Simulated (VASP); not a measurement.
Cost and result of VASP (PAW) for the lattice constant a of CdTe (zinc blende). Static lattice. The cost counts the five points of the equation of state, each on the mesh and cut-off of its row, so the ratios hold those differences too. With PBE it took about 50 core-seconds. Costs are core time on shared hosts, one run each; read them as rough ratios.

```tsv
level	k-mesh	cut-off (eV)	lattice constant a (Å)	cost over PBE
LDA	7×7×7	520	6.422	within a factor of 2
PBEsol	7×7×7	520	6.498	within a factor of 2
PBE	7×7×7	520	6.625	reference
r2SCAN	7×7×7	520	6.564	about 5 times
SCAN	7×7×7	520	6.536	about 6 times
PBE0	6×6×6	520	6.556	about 70 times
HSE06	6×6×6	520	…	…
```

Task: Fill in the missing entries.

Result: 
- HSE06, lattice constant a (Å): 6.563
- HSE06, cost over PBE: about 80 times

Left out are levels that failed, ran on another kind of processor or have no fit band path; at most nine are shown.

The compound is CdTe in the zinc blende structure.
